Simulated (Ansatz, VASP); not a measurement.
# SiC: VASP beside Ansatz, part 2 of 3

Aim: how closely do two programs agree when they are given the same cell, functional and k mesh? The cell is taken from a series of runs on this material, whose earlier steps may have relaxed, scaled, displaced or heated it; both programs get it as it stands.

VASP 6.6.1 and Ansatz 0.2.0.

So far: Starting point; Ansatz: zone-centre phonons, PBE.

## 3. VASP: zone-centre phonons, PBE

Level of this step: PBE; plane waves and PAW (C, Si) (VASP).

The same cell, functional and mesh now go to VASP, with its own data sets.

Lines of VASP's logs that name or quote its potential files are left out, and so is its time.

Input file INCAR:

```
SYSTEM = SiC
PREC = Accurate
ENCUT = 600
EDIFF = 1E-08
NELM = 120
ISMEAR = 0
SIGMA = 0.01
LREAL = .FALSE.
ALGO = Normal
GGA = PE
NBANDS = 24
LORBIT = 11
LWAVE = .FALSE.
LCHARG = .FALSE.
ISIF = 2
IBRION = 8
LEPSILON = .TRUE.
LASPH = .TRUE.
GGA_COMPAT = .FALSE.
EFERMI = MIDGAP
KPAR = 2
```

Input file POSCAR:

```
SiC
1.0
    3.0734569409      0.0000000000      0.0000000000
   -1.5367284705      2.6616917882      0.0000000000
    0.0000000000      0.0000000000     10.0605033185
C Si
4 4
Direct
    0.6666666666      0.3333333332      0.7498127864
    0.3333333332      0.6666666666      0.2498127864
    0.9999999999      0.9999999999      0.5004422170
    0.9999999999      0.9999999999      0.0004422170
    0.6666666666      0.3333333332      0.9378311902
    0.3333333332      0.6666666666      0.4378311902
    0.9999999999      0.9999999999      0.6879128062
    0.9999999999      0.9999999999      0.1879128062
```

Input file KPOINTS:

```
Automatic mesh
0
Gamma
9 9 4
0 0 0
```

PAW data sets: C and Si (PBE family, release 64).

Started as:

```
$ mpirun -np 2 vasp_std
```

The log of the run:

```text
[banner, memory and clock lines left out]
running    2 mpi-ranks, on    1 nodes
 distrk:  each k-point on    1 cores,    2 groups
 distr:  one band on    1 cores,    1 groups

 POSCAR found type information on POSCAR C Si
 POSCAR found :  2 types and       8 ions
 LDA part: xc-table for (Slater+PW92), standard interpolation
 POSCAR, INCAR and KPOINTS ok, starting setup
 FFT: planning ... GRIDC
 FFT: planning ... GRID_SOFT
 FFT: planning ... GRID
 WAVECAR not read
 entering main loop
       N       E                     dE             d eps       ncg     rms          rms(c)
DAV:   1     0.877370736963E+02    0.87737E+02   -0.15902E+04  1728   0.135E+03
DAV:   2    -0.603499613673E+02   -0.14809E+03   -0.13667E+03  2456   0.207E+02
DAV:   3    -0.676123765041E+02   -0.72624E+01   -0.72111E+01  2304   0.452E+01
DAV:   4    -0.677094496752E+02   -0.97073E-01   -0.96970E-01  2224   0.607E+00
DAV:   5    -0.677114001597E+02   -0.19505E-02   -0.19500E-02  2296   0.814E-01    0.177E+01
DAV:   6    -0.604427252098E+02    0.72687E+01   -0.21392E+01  2216   0.209E+01    0.795E+00
DAV:   7    -0.602635019996E+02    0.17922E+00   -0.20686E+00  2360   0.670E+00    0.340E+00
DAV:   8    -0.602328888096E+02    0.30613E-01   -0.11689E-01  2080   0.172E+00    0.978E-01
DAV:   9    -0.602303471001E+02    0.25417E-02   -0.16865E-02  2248   0.732E-01    0.162E-01
DAV:  10    -0.602308272985E+02   -0.48020E-03   -0.13594E-03  2248   0.194E-01    0.776E-02
DAV:  11    -0.602309038359E+02   -0.76537E-04   -0.19062E-04  2232   0.905E-02    0.159E-02
DAV:  12    -0.602309059617E+02   -0.21258E-05   -0.82224E-06  2232   0.160E-02    0.562E-03
DAV:  13    -0.602309068780E+02   -0.91629E-06   -0.54538E-07  2288   0.430E-03    0.221E-03
DAV:  14    -0.602309070389E+02   -0.16098E-06   -0.12415E-08  1640   0.730E-04    0.118E-03
DAV:  15    -0.602309070294E+02    0.95706E-08   -0.20166E-08  1752   0.842E-04
   1 F= -.60230907E+02 E0= -.60230907E+02  d E =0.000000E+00
 Linear response reoptimize wavefunctions to high precision
DAV:   1    -0.602309070164E+02    0.12989E-07   -0.27882E-09  1632   0.308E-04
DAV:   2    -0.602309070164E+02    0.20918E-10   -0.44181E-10  1472   0.125E-04
 Linear response G [H, r] |phi>, progress :
  Direction:   1
       N       E                     dE             d eps       ncg     rms
RMM:   1    -0.149786170793E+03   -0.14979E+03    0.45972E+01  4469   0.755E+01
RMM:   2    -0.103159365567E+03    0.46627E+02   -0.15312E+01  2987   0.221E+01
RMM:   3    -0.103310979279E+03   -0.15161E+00   -0.31902E-01  3130   0.295E+00
RMM:   4    -0.103312649366E+03   -0.16701E-02   -0.12464E-02  3300   0.518E-01
RMM:   5    -0.103312590027E+03    0.59339E-04   -0.10118E-03  3269   0.109E-01
RMM:   6    -0.103312558433E+03    0.31594E-04   -0.47821E-06  3353   0.282E-02
RMM:   7    -0.103312552955E+03    0.54773E-05    0.95133E-05  3284   0.963E-03
RMM:   8    -0.103312551100E+03    0.18555E-05    0.46600E-05  3361   0.536E-03
RMM:   9    -0.103312552073E+03   -0.97370E-06   -0.27451E-04  3352   0.430E-03
RMM:  10    -0.103312553680E+03   -0.16062E-05    0.34187E-04  3013   0.399E-03
RMM:  11    -0.103312550829E+03    0.28505E-05    0.31424E-04  2825   0.387E-03
RMM:  12    -0.103312553407E+03   -0.25777E-05    0.75445E-04  2786   0.384E-03
RMM:  13    -0.103312552763E+03    0.64382E-06    0.16642E-04  2677   0.382E-03
 Linear response G [H, r] |phi>, progress :
  Direction:   2
       N       E                     dE             d eps       ncg     rms
RMM:   1    -0.171763819967E+03   -0.17176E+03   -0.28283E+02  4326   0.722E+01
RMM:   2    -0.130099985086E+03    0.41664E+02   -0.12009E+01  2979   0.203E+01
RMM:   3    -0.130259248593E+03   -0.15926E+00   -0.19001E-01  3097   0.255E+00
RMM:   4    -0.130263729544E+03   -0.44810E-02    0.23755E-03  3288   0.417E-01
RMM:   5    -0.130264541692E+03   -0.81215E-03    0.91983E-04  3267   0.792E-02
RMM:   6    -0.130264655665E+03   -0.11397E-03    0.79393E-05  3325   0.188E-02
RMM:   7    -0.130264676198E+03   -0.20533E-04   -0.11431E-04  3282   0.658E-03
RMM:   8    -0.130264683597E+03   -0.73996E-05   -0.21797E-04  3312   0.422E-03
RMM:   9    -0.130264681408E+03    0.21888E-05   -0.32099E-04  3302   0.375E-03
RMM:  10    -0.130264683702E+03   -0.22932E-05   -0.19788E-04  2869   0.366E-03
RMM:  11    -0.130264681853E+03    0.18486E-05   -0.13224E-04  2715   0.358E-03
RMM:  12    -0.130264683217E+03   -0.13636E-05   -0.23332E-04  2648   0.357E-03
 Linear response G [H, r] |phi>, progress :
  Direction:   3
       N       E                     dE             d eps       ncg     rms
RMM:   1    -0.176151678869E+03   -0.17615E+03   -0.19657E+02  4420   0.748E+01
RMM:   2    -0.116499704243E+03    0.59652E+02   -0.16360E+01  2939   0.221E+01
RMM:   3    -0.116613532942E+03   -0.11383E+00   -0.30805E-01  3074   0.288E+00
RMM:   4    -0.116614528349E+03   -0.99541E-03    0.46568E-03  3243   0.480E-01
RMM:   5    -0.116615388526E+03   -0.86018E-03    0.55062E-03  3246   0.953E-02
[...]
force on displaced ion       1 direction 3 :  -0.000   0.000 -26.912
 Born effective charge ion    1 direction 3 :   0.000   0.000  -2.739
 Linear response progress:
  Degree of freedom:   3/  8
       N       E                     dE             d eps       ncg     rms          rms(c)
RMM:   1    -0.128258833672E+00   -0.12826E+00    0.68403E-02 16574   0.170E+00
[...]
Born effective charge ion    3 direction 3 :   0.000   0.000  -2.809
 Linear response progress:
  Degree of freedom:   5/  8
       N       E                     dE             d eps       ncg     rms          rms(c)
RMM:   1    -0.179963195770E-01   -0.17996E-01   -0.24782E-03 19363   0.792E-01
RMM:   2    -0.147173891789E-01    0.32789E-02   -0.11917E-03 12960   0.212E-01    0.126E-01
RMM:   3    -0.146173127463E-01    0.10008E-03    0.18874E-04 13572   0.542E-02    0.737E-02
RMM:   4    -0.146627901811E-01   -0.45477E-04    0.19911E-04 12877   0.546E-02    0.859E-03
RMM:   5    -0.146589453111E-01    0.38449E-05   -0.25801E-05 13799   0.117E-02    0.256E-03
RMM:   6    -0.146543857696E-01    0.45595E-05    0.35517E-06 14002   0.276E-03    0.102E-03
RMM:   7    -0.146532187408E-01    0.11670E-05    0.11700E-06 14396   0.538E-04    0.138E-04
RMM:   8    -0.146529940760E-01    0.22466E-06   -0.92508E-08 14438   0.162E-04    0.338E-05
RMM:   9    -0.146530791346E-01   -0.85059E-07   -0.11693E-08 14499   0.682E-05    0.807E-06
RMM:  10    -0.146530814710E-01   -0.23364E-08   -0.67004E-08 15041   0.351E-05    0.317E-06
 first order change of Fermi-energy  -0.41430E+00
 force on displaced ion       5 direction 1 : -20.105  -0.000   0.000
 Born effective charge ion    5 direction 1 :   2.670  -0.000  -0.000
 Linear response progress:
  Degree of freedom:   6/  8
       N       E                     dE             d eps       ncg     rms          rms(c)
RMM:   1    -0.445122933294E-01   -0.44512E-01    0.49195E-02  5719   0.123E+00
RMM:   2    -0.355315761926E-01    0.89807E-02   -0.41199E-03  3453   0.381E-01    0.151E-01
RMM:   3    -0.348933458225E-01    0.63823E-03   -0.77182E-04  3713   0.109E-01    0.872E-02
RMM:   4    -0.346246294704E-01    0.26872E-03   -0.49626E-04  3840   0.861E-02    0.279E-02
RMM:   5    -0.346154126797E-01    0.92168E-05   -0.46158E-05  3773   0.294E-02    0.675E-03
RMM:   6    -0.346301538081E-01   -0.14741E-04   -0.65249E-06  3706   0.948E-03    0.300E-03
RMM:   7    -0.346318948409E-01   -0.17410E-05    0.66765E-06  3737   0.311E-03    0.117E-03
RMM:   8    -0.346349637295E-01   -0.30689E-05    0.41682E-06  3754   0.136E-03    0.315E-04
RMM:   9    -0.346348417386E-01    0.12199E-06    0.51908E-06  3856   0.278E-04    0.142E-04
RMM:  10    -0.346347679615E-01    0.73777E-07    0.50794E-06  3780   0.197E-04    0.273E-05
RMM:  11    -0.346348435795E-01   -0.75618E-07    0.50210E-06  3861   0.717E-05    0.897E-06
RMM:  12    -0.346348749858E-01   -0.31406E-07    0.49668E-06  3881   0.384E-05    0.433E-06
RMM:  13    -0.346350010904E-01   -0.12610E-06    0.34760E-06  3996   0.322E-05    0.141E-06
RMM:  14    -0.346350160042E-01   -0.14914E-07    0.33303E-06  3829   0.278E-05    0.375E-07
RMM:  15    -0.346350189937E-01   -0.29895E-08    0.32561E-06  3408   0.271E-05    0.111E-07
RMM:  16    -0.346350191607E-01   -0.16705E-09    0.31739E-06  3112   0.269E-05    0.492E-08
 first order change of Fermi-energy  -0.33993E+00
 force on displaced ion       5 direction 3 :  -0.000   0.000 -30.718
 Born effective charge ion    5 direction 3 :   0.000   0.000   2.632
 Linear response progress:
  Degree of freedom:   7/  8
       N       E                     dE             d eps       ncg     rms          rms(c)
RMM:   1    -0.181502838544E-01   -0.18150E-01   -0.26450E-03 19313   0.798E-01
RMM:   2    -0.148226738411E-01    0.33276E-02   -0.17775E-03 12974   0.214E-01    0.126E-01
RMM:   3    -0.147309290308E-01    0.91745E-04   -0.39862E-04 13589   0.547E-02    0.736E-02
RMM:   4    -0.147795849418E-01   -0.48656E-04   -0.40903E-04 12893   0.546E-02    0.854E-03
RMM:   5    -0.147127083282E-01    0.66877E-04    0.84821E-06 13843   0.117E-02    0.258E-03
RMM:   6    -0.147124936404E-01    0.21469E-06   -0.56344E-06 14047   0.276E-03    0.100E-03
RMM:   7    -0.147109731174E-01    0.15205E-05   -0.14471E-06 14412   0.525E-04    0.145E-04
RMM:   8    -0.147104588765E-01    0.51424E-06   -0.74100E-08 14432   0.164E-04    0.337E-05
RMM:   9    -0.147105925759E-01   -0.13370E-06   -0.39250E-07 14525   0.671E-05    0.755E-06
RMM:  10    -0.147105842604E-01    0.83155E-08   -0.31880E-07 15046   0.336E-05    0.334E-06
RMM:  11    -0.147105828023E-01    0.14581E-08   -0.42623E-07 14725   0.263E-05    0.635E-07
RMM:  12    -0.147105794778E-01    0.33245E-08   -0.36503E-07 13561   0.232E-05    0.267E-07
RMM:  13    -0.147105793946E-01    0.83259E-10   -0.38509E-07 11592   0.225E-05    0.734E-08
 first order change of Fermi-energy   0.43403E+00
 force on displaced ion       7 direction 1 : -20.302  -0.000   0.000
 Born effective charge ion    7 direction 1 :   2.678  -0.000  -0.000
 Linear response progress:
  Degree of freedom:   8/  8
       N       E                     dE             d eps       ncg     rms          rms(c)
RMM:   1    -0.465728124929E-01   -0.46573E-01    0.29603E-02  5764   0.123E+00
RMM:   2    -0.355991559852E-01    0.10974E-01   -0.53134E-03  3464   0.388E-01    0.151E-01
RMM:   3    -0.347844371687E-01    0.81472E-03   -0.48137E-04  3729   0.112E-01    0.877E-02
RMM:   4    -0.344727486678E-01    0.31169E-03    0.62467E-05  3837   0.877E-02    0.287E-02
RMM:   5    -0.345106163327E-01   -0.37868E-04    0.54208E-05  3797   0.306E-02    0.717E-03
RMM:   6    -0.345361023107E-01   -0.25486E-04    0.51514E-06  3690   0.998E-03    0.316E-03
RMM:   7    -0.345391000036E-01   -0.29977E-05    0.74039E-06  3752   0.337E-03    0.125E-03
RMM:   8    -0.345426353500E-01   -0.35353E-05    0.31314E-06  3748   0.140E-03    0.368E-04
RMM:   9    -0.345436629354E-01   -0.10276E-05   -0.66864E-06  3846   0.313E-04    0.142E-04
RMM:  10    -0.345441151312E-01   -0.45220E-06   -0.11303E-05  3803   0.200E-04    0.287E-05
RMM:  11    -0.345440163993E-01    0.98732E-07   -0.94721E-06  3876   0.802E-05    0.918E-06
RMM:  12    -0.345439047252E-01    0.11167E-06   -0.85487E-06  3904   0.439E-05    0.429E-06
RMM:  13    -0.345437432509E-01    0.16147E-06   -0.68365E-06  3957   0.387E-05    0.165E-06
RMM:  14    -0.345437927350E-01   -0.49484E-07   -0.77448E-06  3922   0.341E-05    0.380E-07
RMM:  15    -0.345437941198E-01   -0.13848E-08   -0.77379E-06  3405   0.332E-05    0.129E-07
RMM:  16    -0.345437928042E-01    0.13156E-08   -0.77420E-06  3187   0.331E-05    0.595E-08
 first order change of Fermi-energy  -0.14503E+00
 force on displaced ion       7 direction 3 :   0.000  -0.000 -30.822
 Born effective charge ion    7 direction 3 :  -0.000  -0.000   2.917
 Born effective charges drift removed
 Linear response finished
```

(Part 2 of 3 ends here.)

[Lines on the potential files, build, host, timing and source positions are cut from VASP's logs without a mark.]

[Logs are printed without paths, hosts, clocks, repeated set-up lines and the standing remarks that a program may print on its own settings, such as how far it seeks lower states.]

[Hosts, paths, dates, database ids (printed as entryN), source tags and the programs' standing remarks are cut or masked in the printed files.]
